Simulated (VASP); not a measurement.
```
CELL_PARAMETERS angstrom
      0.00000     3.12592     3.12592
      3.12592     0.00000     3.12592
      3.12592     3.12592     0.00000
ATOMIC_POSITIONS crystal
  Ga 0.00000 0.00000 0.00000
  Sb 0.25000 0.25000 0.25000
```

Level of theory: AM05 GGA, VASP's PBE PAW potentials (set 64) (plane waves; VASP). Numerical set-up: 520 eV cut-off, 10×10×10 Γ-centred mesh, first-order Methfessel-Paxton smearing of 0.10 eV, potentials Ga_d Sb.

Question: Give the stress tensor in GPa (positive for a compressed cell).

Answer: 
```
-2.55   0.00   0.00
 0.00  -2.55   0.00
 0.00   0.00  -2.55
```
The pressure is its mean diagonal, -2.55 GPa.

The compound is GaSb in the zinc blende structure. This cell is one point of a volume scan, at 1.06 of the reference volume.
